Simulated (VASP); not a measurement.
All values below come from PBEsol GGA, VASP's PBE PAW potentials (set 64) (plane waves; VASP 6.6.1).

VASP ran on this input.

**INCAR**
```
ALGO = Normal
DIPOL = 0.5 0.5 0.5
EDIFF = 1E-5
EDIFFG = -0.03
ENCUT = 400
GGA = PS
IBRION = 2
IDIPOL = 3
ISIF = 2
ISMEAR = 1
LASPH = .True.
LCHARG = .False.
LDIPOL = .True.
LMAXMIX = 6
LREAL = .False.
LWAVE = .True.
NELM = 100
NELMIN = 4
NSW = 50
PREC = Normal
SIGMA = 0.1
SYSTEM = Re(001) slab
```

**KPOINTS**
```
Automatic mesh
0
Gamma
11 11 1
0 0 0
```

**POSCAR**
```
Re(001) slab
1
    2.7492680996     0.0000000000     0.0000000000
   -1.3746340498     2.3809359021     0.0000000000
    0.0000000000     0.0000000000    28.3040484397
Re
6
Direct
  0.6666670000   0.3333330000   0.3821350000
  0.3333330000   0.6666670000   0.3035590000
  0.6666670000   0.3333330000   0.5392880000
  0.3333330000   0.6666670000   0.4607120000
  0.6666670000   0.3333330000   0.6964410000
  0.3333330000   0.6666670000   0.6178650000
```

POTCAR, in this order: Re (PBE.64 set). Program: vasp_std.

The run wrote:

### OSZICAR
```
...
DAV:   7    -0.777872892423E+02   -0.72682E-02   -0.11107E-01  1583   0.634E+00    0.225E+00
DAV:   8    -0.777586813226E+02    0.28608E-01   -0.29115E-01  1598   0.103E+01    0.145E+00
DAV:   9    -0.777585627620E+02    0.11856E-03   -0.36380E-02  1542   0.243E+00    0.162E+00
DAV:  10    -0.777582865790E+02    0.27618E-03   -0.56579E-03  1560   0.590E-01    0.155E+00
DAV:  11    -0.777567672447E+02    0.15193E-02   -0.90684E-03  1580   0.241E+00    0.147E+00
DAV:  12    -0.777565490248E+02    0.21822E-03   -0.23740E-03  1519   0.629E-01    0.120E+00
DAV:  13    -0.777561832760E+02    0.36575E-03   -0.12071E-03  1559   0.563E-01    0.996E-01
DAV:  14    -0.777561466399E+02    0.36636E-04   -0.32387E-04   802   0.136E-01    0.928E-01
DAV:  15    -0.777559652853E+02    0.18135E-03   -0.36172E-04   807   0.222E-01    0.707E-01
DAV:  16    -0.777558383247E+02    0.12696E-03   -0.70998E-04  1432   0.245E-01    0.542E-01
DAV:  17    -0.777558456663E+02   -0.73416E-05   -0.25890E-04   973   0.196E-01    0.444E-01
DAV:  18    -0.777558574963E+02   -0.11830E-04   -0.95352E-05   721   0.100E-01    0.431E-01
DAV:  19    -0.777558466133E+02    0.10883E-04   -0.10621E-04   611   0.161E-01    0.369E-01
DAV:  20    -0.777558860263E+02   -0.39413E-04   -0.21997E-04  1142   0.282E-01    0.218E-01
DAV:  21    -0.777558761028E+02    0.99235E-05   -0.45357E-05   665   0.133E-01
   2 F= -.77755876E+02 E0= -.77754984E+02  d E =-.233791E+00
       N       E                     dE             d eps       ncg     rms          rms(c)
DAV:   1    -0.777559439518E+02   -0.57926E-04   -0.61478E-02  1193   0.185E+00    0.228E-01
DAV:   2    -0.777561318254E+02   -0.18787E-03   -0.28709E-03  1321   0.148E+00    0.334E-01
DAV:   3    -0.777564197055E+02   -0.28788E-03   -0.93388E-04  1280   0.360E-01    0.377E-01
DAV:   4    -0.777565430143E+02   -0.12331E-03   -0.29436E-04  1199   0.187E-01    0.348E-01
DAV:   5    -0.777561047392E+02    0.43828E-03   -0.15295E-03  1309   0.590E-01    0.149E-01
DAV:   6    -0.777561057393E+02   -0.10001E-05   -0.50493E-04  1284   0.318E-01    0.107E-01
DAV:   7    -0.777561019845E+02    0.37547E-05   -0.87946E-05   847   0.209E-01
   3 F= -.77756102E+02 E0= -.77755102E+02  d E =-.234016E+00
       N       E                     dE             d eps       ncg     rms          rms(c)
DAV:   1    -0.777564551504E+02   -0.34941E-03   -0.88261E-01  1200   0.697E+00    0.334E-01
DAV:   2    -0.777616932189E+02   -0.52381E-02   -0.50575E-02  1330   0.602E+00    0.713E-01
DAV:   3    -0.777592451885E+02    0.24480E-02   -0.27423E-02  1460   0.379E+00    0.316E-01
DAV:   4    -0.777592563697E+02   -0.11181E-04   -0.60687E-03  1527   0.163E+00    0.358E-01
DAV:   5    -0.777589568253E+02    0.29954E-03   -0.11345E-03  1373   0.523E-01    0.205E-01
DAV:   6    -0.777589580652E+02   -0.12399E-05   -0.35049E-04  1381   0.322E-01    0.135E-01
DAV:   7    -0.777589697335E+02   -0.11668E-04   -0.46336E-05   738   0.856E-02    0.139E-01
DAV:   8    -0.777589704998E+02   -0.76631E-06   -0.22540E-05   727   0.620E-02
   4 F= -.77758970E+02 E0= -.77758177E+02  d E =-.286852E-02
       N       E                     dE             d eps       ncg     rms          rms(c)
DAV:   1    -0.777589378824E+02    0.31851E-04   -0.32277E-03  1234   0.461E-01    0.784E-02
DAV:   2    -0.777590548593E+02   -0.11698E-03   -0.10055E-03  1341   0.520E-01    0.583E-02
DAV:   3    -0.777591237216E+02   -0.68862E-04   -0.26223E-03  1336   0.101E+00    0.996E-02
DAV:   4    -0.777589767865E+02    0.14694E-03   -0.40345E-04   924   0.386E-01    0.346E-02
DAV:   5    -0.777589524191E+02    0.24367E-04   -0.25568E-04   851   0.256E-01    0.171E-02
DAV:   6    -0.777589577950E+02   -0.53758E-05   -0.54464E-05   677   0.123E-01
   5 F= -.77758958E+02 E0= -.77758209E+02  d E =-.285581E-02
       N       E                     dE             d eps       ncg     rms          rms(c)
DAV:   1    -0.777594951014E+02   -0.54268E-03   -0.23125E-01  1191   0.365E+00    0.161E-01
DAV:   2    -0.777605601203E+02   -0.10650E-02   -0.93889E-03  1241   0.277E+00    0.281E-01
DAV:   3    -0.777601893919E+02    0.37073E-03   -0.58114E-03  1475   0.179E+00    0.960E-02
DAV:   4    -0.777601062154E+02    0.83177E-04   -0.18766E-03  1265   0.958E-01    0.111E-01
DAV:   5    -0.777600239683E+02    0.82247E-04   -0.41539E-04   891   0.501E-01    0.461E-02
DAV:   6    -0.777600433432E+02   -0.19375E-04   -0.26996E-04  1213   0.249E-01    0.398E-02
DAV:   7    -0.777600303966E+02    0.12947E-04   -0.27515E-05   462   0.160E-01    0.306E-02
DAV:   8    -0.777600274582E+02    0.29384E-05   -0.13302E-05   500   0.762E-02
   6 F= -.77760027E+02 E0= -.77759254E+02  d E =-.106966E-02
       N       E                     dE             d eps       ncg     rms          rms(c)
DAV:   1    -0.777566434665E+02    0.33869E-02   -0.20725E+00  1192   0.110E+01    0.507E-01
DAV:   2    -0.777646467183E+02   -0.80033E-02   -0.73881E-02  1208   0.785E+00    0.714E-01
DAV:   3    -0.777641436101E+02    0.50311E-03   -0.45903E-02  1550   0.489E+00    0.293E-01
DAV:   4    -0.777626035266E+02    0.15401E-02   -0.23688E-02  1556   0.320E+00    0.306E-01
DAV:   5    -0.777618358333E+02    0.76769E-03   -0.50731E-03  1493   0.145E+00    0.137E-01
DAV:   6    -0.777618238394E+02    0.11994E-04   -0.10677E-03  1413   0.574E-01    0.709E-02
DAV:   7    -0.777618126776E+02    0.11162E-04   -0.99210E-05   931   0.196E-01    0.374E-02
DAV:   8    -0.777618098264E+02    0.28512E-05   -0.58365E-05   771   0.119E-01
   7 F= -.77761810E+02 E0= -.77760971E+02  d E =-.285203E-02
       N       E                     dE             d eps       ncg     rms          rms(c)
DAV:   1    -0.777615120934E+02    0.30058E-03   -0.15474E-01  1192   0.300E+00    0.138E-01
DAV:   2    -0.777620323513E+02   -0.52026E-03   -0.50786E-03  1209   0.207E+00    0.177E-01
DAV:   3    -0.777620727486E+02   -0.40397E-04   -0.27107E-03  1562   0.112E+00    0.833E-02
DAV:   4    -0.777619755003E+02    0.97248E-04   -0.17374E-03  1125   0.866E-01    0.885E-02
DAV:   5    -0.777619070277E+02    0.68473E-04   -0.37919E-04   926   0.455E-01    0.366E-02
DAV:   6    -0.777619258997E+02   -0.18872E-04   -0.15786E-04   922   0.184E-01    0.446E-02
DAV:   7    -0.777619173083E+02    0.85914E-05   -0.27027E-05   475   0.177E-01
   8 F= -.77761917E+02 E0= -.77761063E+02  d E =-.295951E-02
       N       E                     dE             d eps       ncg     rms          rms(c)
DAV:   1    -0.777611766728E+02    0.74923E-03   -0.27611E-01  1192   0.401E+00    0.152E-01
DAV:   2    -0.777629990466E+02   -0.18224E-02   -0.16002E-02  1319   0.348E+00    0.444E-01
DAV:   3    -0.777618437804E+02    0.11553E-02   -0.65554E-03  1421   0.186E+00    0.199E-01
DAV:   4    -0.777620765380E+02   -0.23276E-03   -0.12301E-03  1279   0.762E-01    0.270E-01
DAV:   5    -0.777618236440E+02    0.25289E-03   -0.74073E-04  1039   0.589E-01    0.990E-02
DAV:   6    -0.777618420687E+02   -0.18425E-04   -0.36645E-04  1298   0.300E-01    0.652E-02
DAV:   7    -0.777618448689E+02   -0.28002E-05   -0.27428E-05   700   0.891E-02
   9 F= -.77761845E+02 E0= -.77761183E+02  d E =0.724394E-04
       N       E                     dE             d eps       ncg     rms          rms(c)
DAV:   1    -0.777619015692E+02   -0.59501E-04   -0.80148E-02  1192   0.218E+00    0.111E-01
DAV:   2    -0.777627289885E+02   -0.82742E-03   -0.68793E-03  1357   0.211E+00    0.241E-01
DAV:   3    -0.777621281136E+02    0.60087E-03   -0.61261E-03  1515   0.167E+00    0.784E-02
DAV:   4    -0.777620513958E+02    0.76718E-04   -0.76012E-04  1064   0.585E-01    0.112E-01
DAV:   5    -0.777620649039E+02   -0.13508E-04   -0.10902E-04   738   0.170E-01    0.104E-01
DAV:   6    -0.777620486619E+02    0.16242E-04   -0.15567E-05   451   0.145E-01    0.495E-02
DAV:   7    -0.777620399660E+02    0.86958E-05   -0.48567E-05   579   0.135E-01
  10 F= -.77762040E+02 E0= -.77761279E+02  d E =-.122658E-03
```

**OUTCAR**
```
------------------------ aborting loop because EDIFF is reached ----------------------------------------
  FORCE on cell =-STRESS in cart. coord.  units (eV):
  Direction    XX          YY          ZZ          XY          YZ          ZX
  --------------------------------------------------------------------------------------
  Total       -2.8665123     -2.8665121     -0.0693545     -0.0000000      0.0000000     -0.0000000
  in kB      -24.7885454    -24.7885431     -0.5997524     -0.0000000      0.0000000     -0.0000000
  external PRESSURE =     -16.7256136 kB  Pullay stress =       0.0000000 kB
  volume of cell :      185.27
      direct lattice vectors                 reciprocal lattice vectors
     2.749268100  0.000000000  0.000000000     0.363733170  0.210001453  0.000000000
    -1.374634050  2.380935902  0.000000000     0.000000000  0.420002907  0.000000000
     0.000000000  0.000000000 28.304048440     0.000000000  0.000000000  0.035330635
 POSITION                                       TOTAL-FORCE (eV/Angst)
 -----------------------------------------------------------------------------------
      1.37464      0.79364     10.76405        -0.000000      0.000000      0.017829
     -0.00000      1.58729      8.67761         0.000000      0.000000      0.001983
      1.37464      0.79364     15.22307         0.000000      0.000000     -0.009346
     -0.00000      1.58729     13.08098        -0.000000      0.000000      0.009346
      1.37464      0.79364     19.62643         0.000000      0.000000     -0.001983
     -0.00000      1.58729     17.54000        -0.000000      0.000000     -0.017829
 -----------------------------------------------------------------------------------
    total drift:                                0.000000     -0.000000      0.000000
  FREE ENERGIE OF THE ION-ELECTRON SYSTEM (eV)
  ---------------------------------------------------
  free  energy   TOTEN  =       -77.7620399660 eV

  energy  without entropy=      -77.7597576728  energy(sigma->0) =      -77.76127920

 reached required accuracy - stopping structural energy minimisation
```
(Selected blocks of OUTCAR.)

File CONTCAR:
```
Re(001) slab
   1.00000000000000
     2.7492680996000001    0.0000000000000000    0.0000000000000000
    -1.3746340498000000    2.3809359021000001    0.0000000000000000
     0.0000000000000000    0.0000000000000000   28.3040484397000007
  Re
     6
Direct
     0.6666669999999968    0.3333330000000032    0.3803006608250142
     0.3333330000000032    0.6666669999999968    0.3065856011270221
     0.6666669999999968    0.3333330000000032    0.5378405767323324
     0.3333330000000032    0.6666669999999968    0.4621594232676674
     0.6666669999999968    0.3333330000000032    0.6934143988729777
     0.3333330000000032    0.6666669999999968    0.6196993391749859
```

The cell is a thin slab with vacuum, built from Re (hcp): (001) face. VASP warned that the highest band is occupied, so more bands are needed.
